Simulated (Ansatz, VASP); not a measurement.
## RuC4: VASP beside Ansatz

INCAR

```
PREC = Accurate
ENCUT = 600
EDIFF = 1E-6
ISMEAR = 0
SIGMA = 0.1
LREAL = F
LASPH = T
NELM = 60
ALGO = Normal
ISIF = 3
LWAVE = F
LCHARG = F
GGA = PE
IBRION = 2
NSW = 90
EDIFFG = -0.04
```

Contents of KPOINTS:

```
Automatic mesh
0
Gamma
  6 6 4
```

The input POSCAR:

```
RuC4
1.0
    2.7096335326      0.0000000000      0.0000000000
   -1.3548167663      2.3466114742      0.0000000000
    0.0000000000      0.0000000000      6.1855396188
Ru C
1 4
Direct
    0.0000000000      0.0000000000      0.0000000000
    0.3333333333      0.6666666667      0.7808597941
    0.3333333333      0.6666666667      0.5435308847
    0.6666666667      0.3333333333      0.2191402059
    0.6666666667      0.3333333333      0.4564691153
```

Input for Ansatz:

```yaml
crystal:
  lattice:
    - [2.7096335326, 0.0, 0.0]
    - [-1.3548167663, 2.3466114742, 0.0]
    - [0.0, 0.0, 6.1855396188]
  atoms:
    - { symbol: Ru, position: [0.0, 0.0, 0.0] }
    - { symbol: C, position: [0.3333333333, 0.6666666667, 0.7808597941] }
    - { symbol: C, position: [0.3333333333, 0.6666666667, 0.5435308847] }
    - { symbol: C, position: [0.6666666667, 0.3333333333, 0.2191402059] }
    - { symbol: C, position: [0.6666666667, 0.3333333333, 0.4564691153] }
basis:
  ecutwfc: 420
kpoints:
  mp_grid: { grid: [6, 6, 4] }
hamiltonian:
  xc: pbe
scf:
  occupations: { method: gaussian, width: 0.1 }
  lower_state_search: "off"
output:
  forces: true
  stress: true
  eigenvalues: true
relax:
  adjacent_minimum: "off"
  f_tol: 0.04
  max_steps: 70
  cell: { stress_tol: 0.4 }
```

Change from the starting cell: species swapped into the Co4H type (P-3m1, No. 164).

Alike in both runs: task relaxation of cell and atoms; functional PBE; k mesh 6 × 6 × 4; occupations gaussian, width 0.1 eV; no spin polarisation.

|  | VASP | Ansatz |
| --- | --- | --- |
| version | VASP 6.6.1 | Ansatz 0.2.0 |
| potentials or method | VASP PAW PBE potentials, release 64 (Ru_pv, C) | scalar-relativistic, plane waves, PAW |
| plane-wave cutoff (eV) | 600 | 420 |
| valence electrons in the cell | 30 | 32 |

|  | VASP | Ansatz | Ansatz less VASP |
| --- | --- | --- | --- |
| gap on the k mesh at the Fermi level, each at its own relaxed structure (eV) | none | none | - |
| relaxed volume (Å³/atom) | 7.84 | 7.85 | +0.004 |
| relaxed cell length with the largest relative difference (Å) | 2.702 | 2.703 | +0.0008 |

A gap of «none» marks a metal or a gap that the smearing closes. The two sets of potentials don't hold the same shells in valence.

Caveats: the k mesh is coarse (spacing up to 0.45 Å⁻¹), so the values aren't converged.
